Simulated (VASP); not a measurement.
Input:

```xyz
2
Lattice="0.0000 2.6017 2.6017 2.6017 0.0000 2.6017 2.6017 2.6017 0.0000" Properties=species:S:1:pos:R:3 pbc="T T T"
Sr     0.0000     0.0000     0.0000
O      2.6017     2.6017     2.6017
```

The numbers are results of r2SCAN+rVV10, VASP's PBE PAW potentials (set 64) (plane waves; VASP), not measurements. Settings: 520 eV cut-off, 9×9×9 Γ-centred mesh, Gaussian smearing of 0.050 eV, potentials Sr_sv O.

### Question
Give the stress tensor in GPa (positive for a compressed cell).

### Answer

```
-2.68   0.00   0.00
 0.00  -2.68   0.00
 0.00   0.00  -2.68
```
The pressure is its mean diagonal, -2.68 GPa.

The compound is SrO in the rock salt structure. This cell is one point of a volume scan, at 1.03 of the reference volume.
